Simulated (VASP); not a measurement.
An input for Ansatz (written as the equivalent of a VASP run, and not itself run):

Ansatz 0.2 input:
```yaml
crystal:
  lattice:
    - [5.3300630, -1.6537720, 0.0000000]
    - [5.3300630, 1.6537720, 0.0000000]
    - [-2.1488820, 0.0000000, 4.2932190]
  atoms:
    - { symbol: Li, position: [0.3471130, 0.3922010, 0.6159020] }
    - { symbol: Li, position: [0.6333130, 0.6269570, 0.3789580] }
    - { symbol: Mg, position: [0.1318810, 0.0996600, 0.8671100] }
    - { symbol: Mg, position: [0.8876930, 0.8811820, 0.1380300] }
kpoints:
  mp_grid: { grid: [7, 7, 5] }
hamiltonian:
  xc: lda
  pseudopotentials: { kind: paw }
scf:
  occupations: { method: fermi_dirac, width: 0.05 }
  max_iter: 100
output: { forces: true, stress: true, eigenvalues: true }
```

**Question.** Translate this input to VASP (INCAR, KPOINTS, POSCAR, choice of POTCAR).

**Answer.** Several could match; the one computed here: 
### POSCAR
```
LiMg
1
    5.3300630000    -1.6537720000     0.0000000000
    5.3300630000     1.6537720000     0.0000000000
   -2.1488820000     0.0000000000     4.2932190000
Li Mg
2 2
Direct
  0.3471130000   0.3922010000   0.6159020000
  0.6333130000   0.6269570000   0.3789580000
  0.1318810000   0.0996600000   0.8671100000
  0.8876930000   0.8811820000   0.1380300000
```

### INCAR
```
! general
SYSTEM = LiMg
PREC   = Accurate
ENCUT  = 400
LREAL  = .FALSE.
LASPH  = .TRUE.

! electronic loop
EDIFF  = 1E-6
NELM   = 100
ALGO   = Normal

! smearing
ISMEAR = -1
SIGMA  = 0.05

! ions
ISIF   = 2

! output
LWAVE  = .FALSE.
LCHARG = .FALSE.
```

KPOINTS:
```
kpoints
0
gamma
 7 7 5
0 0 0
```

POTCAR, in this order: Li_sv Mg (LDA.64 set). Program: vasp_std.

Limits of the translation: each code has its own PAW files, so the cut-off isn't converted (ENCUT is set for VASP's; basis.ecutwfc is left out, and Ansatz then takes the one that its files recommend); Ansatz stops its SCF on the density residual and VASP on the energy change (EDIFF); Ansatz's lda is the Perdew-Wang form, while the LDA potentials of VASP carry Perdew-Zunger's.

The structure comes from a computed database's LiMg entry; how it stands against other phases isn't given here. The cell was not relaxed at this level, atoms are displaced from their ideal sites.
